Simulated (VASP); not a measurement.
```xyz
2
Lattice="3.2926 0.0000 0.0000 0.0000 3.2926 0.0000 0.0000 0.0000 3.2926" Properties=species:S:1:pos:R:3 pbc="T T T"
W      0.0000     0.0000     0.0000
Sb     1.6463     1.6463     1.6463
```

These are PBEsol GGA, VASP's PBE PAW potentials (set 64) (plane waves; VASP) values and carry that method's errors. Numerical set-up: 400 eV cut-off, Gaussian smearing of 0.050 eV, potentials W_sv Sb.

Task: Give the energies of bands 5 to 12 at the high-symmetry points, in eV from the Fermi level.

Result: 
```tsv
band	Γ	X	M	R
5	-13.66	-10.74	-10.04	-6.73
6	-3.11	-8.30	-4.81	-6.16
7	-3.11	-2.49	-4.81	-6.16
8	0.77	-2.34	-3.46	-6.16
9	0.77	-2.34	-0.48	2.35
10	0.77	1.11	-0.48	2.35
11	1.05	2.51	2.69	2.35
12	1.05	5.80	2.81	2.83
```

It has no gap at this level: it comes out as a metal or semimetal.

The structure was generated: WSb was put into the CsCl type type (Pm-3m), which need not be its known phase. It was relaxed first, which changed the volume by -40 %. The electron count is odd and the run is not spin-polarised, which forces a metal.
